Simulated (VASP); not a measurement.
TiAl$_{3}$ (sg139): the formation energy from VASP (plane waves, PAW) at several levels of theory. The references are the elements' solids at the same level; no temperature or zero-point terms are added.

| level | formation energy (eV/atom) |
|---|---|
| PBE | -0.397 |
| PBEsol | -0.403 |

The cell of the PBE run:

```
CELL_PARAMETERS angstrom
     -1.92179     1.92179     4.30614
      1.92179    -1.92179     4.30614
      1.92179     1.92179    -4.30614
ATOMIC_POSITIONS crystal
  Ti 0.00000 0.00000 0.00000
  Al 0.50000 0.50000 0.00000
  Al 0.75000 0.25000 0.50000
  Al 0.25000 0.75000 0.50000
```

Only levels that ran to the end are used. Left out are those held back, those with too coarse a band path, GW runs whose mesh misses a band edge, hybrids' fits of cells that aren't cubic and levels without matching references; a question may draw on a part of the rest.
